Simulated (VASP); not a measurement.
Given:

```yaml
crystal:
  lattice:
    - [4.35977, 0.00000, 0.00000]
    - [0.00000, 4.35977, 0.00000]
    - [0.00000, 0.00000, 7.67671]
  atoms:
    - { symbol: Tl, position: [0.00000, 0.50000, 0.00000] }
    - { symbol: Tl, position: [0.50000, 0.00000, 0.50000] }
    - { symbol: As, position: [0.00000, 0.00000, 0.25000] }
    - { symbol: As, position: [0.00000, 0.00000, 0.75000] }
```

Computed with PBE GGA, VASP's PBE PAW potentials (set 64) (plane waves; VASP). Numerical set-up: 300 eV cut-off, 4×4×3 Γ-centred mesh, Fermi-Dirac smearing of 0.050 eV, potentials Tl_d As.

At this cut-off the stress carries a Pulay error, which pulls relaxed volumes low. Unless said otherwise, spin-orbit coupling is left out, though it shifts the bands of the heavy elements here.

Q: Estimate the energy per atom (σ→0), pressure, band gap (on the k-mesh) with the smallest direct gap where there is one.

A: 
| Quantity | Value |
|---|---|
| band gap (on the k-mesh) | none (metal, semimetal or under 0.01 eV) |
| energy per atom (σ→0) | -3.004 eV/atom |
| pressure | -1.88 GPa |

Total energies compare only between runs with the same potentials, cut-off and functional.

The structure was generated: TlAs was put into an ordered model structure, which need not be its known phase. The cell was not relaxed at this level. The k-mesh is coarse (spacing up to 0.36 per Å, 2π included), so the numbers may not be converged in it.
